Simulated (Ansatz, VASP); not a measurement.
# CdF2: VASP beside Ansatz, part 2 of 2

Aim: how closely do two programs agree when they are given the same cell, functional and k mesh?

VASP 6.6.1 and Ansatz 0.2.0.

So far: Starting point; VASP: band structure, HSE06; Ansatz: band structure, HSE06.

## (4) Comparison

Known differences besides the potentials themselves: exact exchange at q = 0 is treated differently, which shows on coarse meshes; VASP keeps PBE cores, Ansatz makes them for the functional; the data sets hold 34 valence electrons in Ansatz (default PAW (the set named soft_2) files) and 26 in VASP; the cutoff is 420 eV in Ansatz and 520 eV in VASP; VASP takes a coarser grid for exact exchange (PRECFOCK = Fast). Total energies have different zeros and are not compared.

Both answers:

```csv
quantity,Ansatz,VASP,difference
gap over the path points (eV),5.233,5.187,+0.046
```

Levels at points of the path, from each program's valence-band top (eV; 4 filled, then empty):

```csv
k (reciprocal lattice),Ansatz,VASP
0.000 0.000 0.000,-1.02 -0.58 -0.58 -0.58 5.23 15.00,-1.01 -0.58 -0.58 -0.58 5.19 15.00
0.500 0.000 0.500,-3.10 -0.54 -0.09 -0.09 10.49 11.94,-3.11 -0.53 -0.09 -0.09 10.46 11.91
0.500 0.200 0.700,-2.04 -1.16 -0.63 -0.01 10.56 13.39,-2.04 -1.16 -0.62 -0.01 10.54 13.37
0.500 0.250 0.750,-1.60 -1.60 -0.64 0.00 10.57 13.58,-1.60 -1.60 -0.62 0.00 10.54 13.58
0.400 0.350 0.750,-2.39 -1.01 -0.43 -0.17 10.45 13.12,-2.39 -1.01 -0.42 -0.16 10.42 13.09
0.150 0.150 0.300,-1.33 -0.96 -0.54 -0.47 7.03 13.27,-1.33 -0.96 -0.54 -0.46 6.99 13.27
0.200 0.200 0.200,-1.30 -0.91 -0.53 -0.53 6.52 13.54,-1.30 -0.91 -0.53 -0.53 6.48 13.54
0.550 0.400 0.550,-2.10 -1.61 -0.46 -0.39 9.77 11.62,-2.10 -1.61 -0.45 -0.39 9.74 11.62
0.600 0.250 0.650,-2.39 -1.01 -0.43 -0.17 10.45 13.12,-2.39 -1.01 -0.42 -0.16 10.42 13.09
0.500 0.250 0.750,-1.60 -1.60 -0.64 0.00 10.57 13.58,-1.60 -1.60 -0.62 0.00 10.54 13.58
```

Among the levels compared at these points, filled levels agree within 14 meV and empty ones within 46 meV.

## (5) Ansatz: band structure, PBE-EpsX with an exact-exchange share of 0.357

The same path points are solved in both programs, so levels can be compared one by one.

The input, input.yaml:

```yaml
crystal:
  lattice:
    - [0.0, 2.694, 2.694]
    - [2.694, 0.0, 2.694]
    - [2.694, 2.694, 0.0]
  atoms:
    - { symbol: Cd, position: [0.0, 0.0, 0.0] }
    - { symbol: F, position: [0.25, 0.25, 0.25] }
    - { symbol: F, position: [0.75, 0.75, 0.75] }
hamiltonian:
  xc: { exchange: pbe, correlation: pbe, exx: { coeff: 0.357 } }
  pseudopotentials: { kind: paw }
kpoints:
  mp_grid: { grid: [5, 5, 5] }
  band_path:
    path:
      - [0.0, 0.0, 0.0]
      - [0.5, 0.0, 0.5]
      - [0.5, 0.2, 0.7]
      - [0.5, 0.25, 0.75]
      - [0.4, 0.35, 0.75]
      - [0.15, 0.15, 0.3]
      - [0.2, 0.2, 0.2]
      - [0.55, 0.4, 0.55]
      - [0.6, 0.25, 0.65]
      - [0.5, 0.25, 0.75]
      - [0.5, 0.5, 0.5]
      - [0.375, 0.375, 0.75]
      - [0.5, 0.0, 0.5]
    npoints: 1
scf:
  occupations: { method: gaussian, width: 0.02 }
  n_extra_bands: 7
output:
  forces: true
  stress: true
  eigenvalues: true
```

Command:

```bash
> ansatz run input.yaml --threads 4 --pin off --max-ram 9216MiB --backend cpu --events-out ev --progress --plain --runs-dir out
```

Numbers of over 12 decimals in the logs are rounded to 6 here.

Output:

```text
[...]
Crystal: 3 atoms, lattice volume = 39.104 Å³
Basis set: ecut = 420 eV, 749 PW (Γ), exchange–correlation on 54×54×54 points (8 copies of the dense FFT grid, shifted against one another)
Bands: 24, of which v1, the nominal top of the filled ones, is band 17 counted from 1 (16 counted from 0)
Symmetry: 48 space group operations
[...]
k-points: 10 of 125
[...]
--- Band table (eV; the first three rows and the last of 10) ---
  k-point 0: bands = [... 13 lower, 2.5770, 2.9927, 2.9927, 2.9927, 10.8491, 20.6858, 20.6858, 20.6858, ... 3 higher]
  k-point 1: bands = [... 13 lower, 2.2719, 2.6793, 3.0517, 3.0517, 12.1459, 19.2122, 21.3218, 21.3218, ... 3 higher]
  k-point 2: bands = [... 13 lower, 1.7320, 1.7320, 3.1236, 3.1236, 14.6118, 17.4122, 22.5659, 22.5659, ... 3 higher]
  k-point 9: bands = [... 13 lower, 1.5221, 2.3889, 2.9927, 3.5163, 15.9036, 18.2455, 20.6403, 20.7871, ... 3 higher]
[key lines of the parts left out:]
Free energy (F): -9876.535043 eV
Fermi energy:    7.182815 eV
P = ⅓ Tr σ = 0.0410 GPa (0.410 kbar)
```

Wall time 36 s (4 threads of Arm Neoverse N1, shared host); peak memory 0.78 GiB.

## (6) VASP: band structure, PBE-EpsX with an exact-exchange share of 0.357

The same cell, functional, mesh and smearing now go to VASP, with its own data sets and cutoff.

The run reads the wave functions of an earlier VASP run, which isn't shown here.

The input, INCAR:

```
SYSTEM = CdF2
PREC = Accurate
ENCUT = 520
EDIFF = 1E-06
NELM = 100
ISMEAR = 0
SIGMA = 0.02
LREAL = .FALSE.
ALGO = Normal
LHFCALC = .TRUE.
AEXX = 0.357
GGA = PE
LASPH = .TRUE.
NBANDS = 19
PRECFOCK = Fast
HFRCUT = -1
LORBIT = 11
LWAVE = .FALSE.
LCHARG = .FALSE.
KPAR = 4
```

The input, POSCAR:

```
CdF2
1.0
    0.0000000000      2.6940000000      2.6940000000
    2.6940000000      0.0000000000      2.6940000000
    2.6940000000      2.6940000000      0.0000000000
Cd F
1 2
Direct
    0.0000000000      0.0000000000      0.0000000000
    0.2500000000      0.2500000000      0.2500000000
    0.7500000000      0.7500000000      0.7500000000
```

The input, KPOINTS:

```
Automatic mesh
0
Gamma
5 5 5
0 0 0
```

The input, KPOINTS_OPT:

```
Line mode
6
Line-mode
Reciprocal
  0.00000000   0.00000000   0.00000000 GAMMA
  0.50000000   0.00000000   0.50000000 X

  0.50000000   0.00000000   0.50000000 X
  0.50000000   0.25000000   0.75000000 W

  0.50000000   0.25000000   0.75000000 W
  0.37500000   0.37500000   0.75000000 K

  0.37500000   0.37500000   0.75000000 K
  0.00000000   0.00000000   0.00000000 GAMMA

  0.00000000   0.00000000   0.00000000 GAMMA
  0.50000000   0.50000000   0.50000000 L

  0.50000000   0.50000000   0.50000000 L
  0.62500000   0.25000000   0.62500000 U

  0.62500000   0.25000000   0.62500000 U
  0.50000000   0.25000000   0.75000000 W

  0.50000000   0.25000000   0.75000000 W
  0.50000000   0.50000000   0.50000000 L

  0.50000000   0.50000000   0.50000000 L
  0.37500000   0.37500000   0.75000000 K

  0.62500000   0.25000000   0.62500000 U
  0.50000000   0.00000000   0.50000000 X
```

PAW data sets: Cd and F (PBE family, release 64).

Command:

```bash
> mpirun -np 4 vasp_std
```

Output:

```text
[banner, memory and clock lines left out]
running    4 mpi-ranks, on    1 nodes
[...]
LDA part: xc-table for (Slater+PW92), standard interpolation
 found WAVECAR, reading the header
 POSCAR, INCAR and KPOINTS ok, starting setup
[...]
HFRCUT set to (new)   10.528053
 reading WAVECAR
 the WAVECAR file was read successfully
 initial charge from wavefunction
 entering main loop
       N       E                     dE             d eps       ncg     rms          rms(c)
DAV:   1    -0.169481599480E+02   -0.16948E+02   -0.10499E+00   380   0.886E+00    0.123E+00
DAV:   2    -0.169707468377E+02   -0.22587E-01   -0.65276E-02   383   0.213E+00    0.108E+00
DAV:   3    -0.169624343539E+02    0.83125E-02   -0.21305E-02   404   0.137E+00    0.677E-01
DAV:   4    -0.169620766070E+02    0.35775E-03   -0.33956E-03   395   0.577E-01    0.435E-01
[...]
DAV:   8    -0.169615036985E+02    0.11202E-04   -0.65051E-06   380   0.383E-02    0.545E-02
DAV:   9    -0.169615016216E+02    0.20769E-05   -0.44125E-06   392   0.239E-02    0.332E-02
DAV:  10    -0.169615015452E+02    0.76478E-07   -0.99411E-07   300   0.111E-02
   1 F= -.16961502E+02 E0= -.16961502E+02  d E =-.284431E-14
 Start KPOINTS_OPT (optional k-point list driver)
k-point batch [1-10\60]
       N       E                     dE             ncg
DAV:   1     0.129076062553E+03   -0.65854E+04      380
DAV:   2    -0.253129402105E+04   -0.26604E+04      409
DAV:   3    -0.268486588161E+04   -0.15357E+03      407
DAV:   4    -0.268700558246E+04   -0.21397E+01      416
DAV:   5    -0.268701654024E+04   -0.10958E-01      419
DAV:   6    -0.268701658396E+04   -0.43718E-04      410
DAV:   7    -0.268701658415E+04   -0.18647E-06      290
[...]
k-point batch [51-60\60]
       N       E                     dE             ncg
DAV:   1     0.163520770792E+03   -0.94977E+04      380
DAV:   2    -0.254944920954E+04   -0.27130E+04      398
DAV:   3    -0.270110972901E+04   -0.15166E+03      419
DAV:   4    -0.270338128475E+04   -0.22716E+01      416
DAV:   5    -0.270339201102E+04   -0.10726E-01      413
DAV:   6    -0.270339205321E+04   -0.42187E-04      413
DAV:   7    -0.270339205337E+04   -0.16514E-06      290
```

Parts of OUTCAR (step 6):

```text
 POSITION                                       TOTAL-FORCE (eV/Angst)
 -----------------------------------------------------------------------------------
      0.00000      0.00000      0.00000        -0.000000      0.000000      0.000000
      1.34700      1.34700      1.34700        -0.000000      0.000000      0.000000
      4.04100      4.04100      4.04100         0.000000     -0.000000     -0.000000
 -----------------------------------------------------------------------------------
    total drift:                               -0.000000      0.000000      0.000000

  FREE ENERGIE OF THE ION-ELECTRON SYSTEM (eV)
  ---------------------------------------------------
  free  energy   TOTEN  =       -16.9615015452 eV

  energy  without entropy=      -16.9615015452  energy(sigma->0) =      -16.96150155

[... 2 parts as in an earlier step ...]

[... 1 further part left out ...]
[key lines of the parts left out:]
E-fermi :  -4.1280
```

## (7) Comparison

The two programs side by side:

```csv
quantity,Ansatz,VASP,difference
gap over the path points (eV),7.239,7.183,+0.057
```

Levels at points of the path, from each program's valence-band top (eV; 4 filled, then empty):

```csv
k (reciprocal lattice),Ansatz,VASP
0.000 0.000 0.000,-1.03 -0.62 -0.62 -0.62 7.24 17.08,-1.03 -0.61 -0.61 -0.61 7.18 17.08
0.500 0.000 0.500,-3.18 -0.56 -0.10 -0.10 12.67 14.00,-3.19 -0.55 -0.10 -0.10 12.64 13.96
0.500 0.200 0.700,-2.09 -1.18 -0.65 -0.01 12.75 15.48,-2.10 -1.18 -0.64 -0.01 12.72 15.45
0.500 0.250 0.750,-1.64 -1.64 -0.66 0.00 12.76 15.55,-1.64 -1.64 -0.65 0.00 12.73 15.55
0.400 0.350 0.750,-2.45 -1.03 -0.44 -0.17 12.63 15.21,-2.45 -1.03 -0.44 -0.17 12.60 15.17
0.150 0.150 0.300,-1.36 -0.98 -0.57 -0.48 9.06 15.33,-1.36 -0.98 -0.57 -0.47 9.01 15.33
0.200 0.200 0.200,-1.34 -0.93 -0.56 -0.56 8.54 15.60,-1.34 -0.93 -0.55 -0.55 8.49 15.60
0.550 0.400 0.550,-2.15 -1.65 -0.47 -0.41 11.92 13.62,-2.16 -1.65 -0.47 -0.41 11.89 13.62
0.600 0.250 0.650,-2.45 -1.03 -0.44 -0.17 12.63 15.21,-2.45 -1.03 -0.44 -0.17 12.60 15.17
0.500 0.250 0.750,-1.64 -1.64 -0.66 0.00 12.76 15.55,-1.64 -1.64 -0.65 0.00 12.73 15.55
```

Among the levels compared at these points, filled levels agree within 12 meV and empty ones within 57 meV.

## (8) What came out

| Quantity | Value |
| --- | --- |
| difference in gap over the path points (band structure, HSE06) | 0.046 eV |
| difference in gap over the path points (band structure, PBE-EpsX with an exact-exchange share of 0.357) | 0.057 eV |

What this shows: The difference in gap over the path points is 0.057 eV (band structure, PBE-EpsX with an exact-exchange share of 0.357), within the 0.08 eV picked in this series as the mark of a large difference. Such differences can come from data sets, numerical settings and the points named under the comparisons, not from the functional's error against experiment.

[Lines on the potential files, build, host, timing and source positions are cut from VASP's logs without a mark.]

[Logs are printed without paths, hosts, clocks, repeated set-up lines and the standing remarks that a program may print on its own settings, such as how far it seeks lower states.]

[Hosts, paths, dates, database ids (printed as entryN), source tags and the programs' standing remarks are cut or masked in the printed files.]
